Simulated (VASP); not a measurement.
Computed with optB86b-vdW, VASP's PBE PAW potentials (set 64) (plane waves; VASP).

VASP input:

POSCAR:
```
CdSe
1
    0.0000000000     3.0744098281     3.0744098281
    3.0744098281     0.0000000000     3.0744098281
    3.0744098281     3.0744098281     0.0000000000
Cd Se
1 1
Direct
  0.0000000000   0.0000000000   0.0000000000
  0.2500000000   0.2500000000   0.2500000000
```

### INCAR
```
! general
SYSTEM   = CdSe
PREC     = Accurate
ENCUT    = 520   ! plane-wave cut-off (eV)
LREAL    = .FALSE.
LASPH    = .TRUE.
ICHARG   = 11

! electronic loop
EDIFF    = 1E-7   ! SCF stop (eV)
NELM     = 100
ALGO     = Normal   ! blocked Davidson
LMAXMIX  = 4   ! l cut-off of mixed one-centre charges

! smearing
ISMEAR   = 0   ! Gaussian
SIGMA    = 0.05   ! width (eV)

! functional
GGA      = MK
LUSE_VDW = .TRUE.
AGGAC    = 0.0
PARAM1   = 0.1234
PARAM2   = 1.0

! output
LWAVE    = .FALSE.
LCHARG   = .FALSE.
LORBIT   = 11   ! lm-projected
```

**KPOINTS**
```
k-points along high-symmetry lines
15
Line-mode
Reciprocal
  0.000000   0.000000   0.000000 ! GAMMA
 -0.500000  -0.500000   0.000000 ! X

 -0.500000  -0.500000   0.000000 ! X
 -0.375000  -0.375000   0.250000 ! U

 -0.375000  -0.000000   0.375000 ! K
  0.000000   0.000000   0.000000 ! GAMMA

  0.000000   0.000000   0.000000 ! GAMMA
 -0.000000  -0.000000   0.500000 ! L

 -0.000000  -0.000000   0.500000 ! L
 -0.500000  -0.250000   0.250000 ! W

 -0.500000  -0.250000   0.250000 ! W
 -0.500000  -0.500000   0.000000 ! X
```

POTCAR, in this order: Cd Se (PBE.64 set). Program: vasp_std. Read from the step before: CHGCAR.

Output of the run:

File OUTCAR:
```
 ion  position               nearest neighbor table
   1  0.000  0.000  0.000-   2 2.66   2 2.66   2 2.66   2 2.66
   2  0.250  0.250  0.250-   1 2.66   1 2.66   1 2.66   1 2.66
  LATTYP: Found a face centered cubic cell.
 ALAT       =     6.1488196562
 Subroutine PRICEL returns:
 Original cell was already a primitive cell.
 Subroutine GETGRP returns: Found 24 space group operations
The static configuration has the point symmetry T_d .
The dynamic configuration has the point symmetry T_d .
 Subroutine INISYM returns: Found 24 space group operations
   k-points           NKPTS =     90   k-points in BZ     NKDIM =     90   number of bands    NBANDS=     13
   number of dos      NEDOS =    301   number of ions     NIONS =      2
   total plane-waves  NPLWV =  32768
   dimension x,y,z NGX =    32 NGY =   32 NGZ =   32
   dimension x,y,z NGXF=    64 NGYF=   64 NGZF=   64
   ions per type =               1   1
   PREC   = accura    normal or accurate (medium, high low for compatibility)
   ISTART =      0    job   : 0-new  1-cont  2-samecut
   ICHARG =     11    charge: 1-file 2-atom 10-const
   ISPIN  =      1    spin polarized calculation?
   LNONCOLLINEAR =      F non collinear calculations
   LSORBIT =      F    spin-orbit coupling
   INIWAV =      1    electr: 0-lowe 1-rand  2-diag
   ENCUT  =  520.0 eV  38.22 Ry    6.18 a.u.   8.08  8.08  8.08*2*pi/ulx,y,z
...
```

File OSZICAR:
```
       N       E                     dE             d eps       ncg     rms          rms(c)
DAV:   1     0.112828247093E+03    0.11283E+03   -0.89396E+03  2380   0.123E+03
DAV:   2     0.463504804619E+01   -0.10819E+03   -0.10375E+03  2745   0.292E+02
DAV:   3     0.163878569923E+00   -0.44712E+01   -0.44511E+01  2710   0.607E+01
DAV:   4     0.140497635491E+00   -0.23381E-01   -0.23377E-01  2625   0.437E+00
DAV:   5     0.140346150677E+00   -0.15148E-03   -0.15148E-03  2685   0.321E-01
DAV:   6     0.140344371855E+00   -0.17788E-05   -0.17788E-05  2670   0.317E-02
DAV:   7     0.140344344025E+00   -0.27830E-07   -0.27823E-07  2699   0.347E-03
   1 F= 0.14034434E+00 E0= 0.14034434E+00  d E =-.281146E-10
```

OUTCAR:
```
 val. band max:        0.5928583353   @ k =   0.0000   0.0000   0.0000

 cond. band min:       1.0241386745   @ k =   0.0000   0.0000   0.0000



 k-point     1 :       0.0000    0.0000    0.0000
  band No.  band energies     occupation
      1     -11.8443      2.00000
      2      -7.2532      2.00000
      3      -7.2532      2.00000
      4      -7.2532      2.00000
      5      -6.9165      2.00000
      6      -6.9165      2.00000
      7       0.5929      2.00000
      8       0.5929      2.00000
      9       0.5929      2.00000
     10       1.0241      0.00000
     11       6.4790      0.00000
     12       6.4790      0.00000
     13       6.4790      0.00000

 k-point     2 :      -0.0357   -0.0357    0.0000
  band No.  band energies     occupation
      1     -11.8387      2.00000
      2      -7.2506      2.00000
      3      -7.2506      2.00000
      4      -7.2500      2.00000
      5      -6.9174      2.00000
      6      -6.9158      2.00000
      7       0.3219      2.00000
      8       0.5640      2.00000
      9       0.5640      2.00000
     10       1.3060      0.00000
     11       6.4043      0.00000
     12       6.5204      0.00000
     13       6.5204      0.00000

 k-point     3 :      -0.0714   -0.0714    0.0000
  band No.  band energies     occupation
      1     -11.8218      2.00000
      2      -7.2428      2.00000
      3      -7.2428      2.00000
      4      -7.2402      2.00000
      5      -6.9201      2.00000
      6      -6.9138      2.00000
      7      -0.0779      2.00000
      8       0.4807      2.00000
      9       0.4807      2.00000
     10       1.7370      0.00000
     11       6.2049      0.00000
     12       6.6417      0.00000
     13       6.6417      0.00000

 k-point     4 :      -0.1071   -0.1071    0.0000
  band No.  band energies     occupation
      1     -11.7947      2.00000
      2      -7.2303      2.00000
      3      -7.2303      2.00000
      4      -7.2238      2.00000
...
```

The density is held fixed in this step, so its total energy and stress have no physical meaning.

The compound is CdSe in the zinc blende structure, whereas wurtzite is the usual form. It was relaxed first.
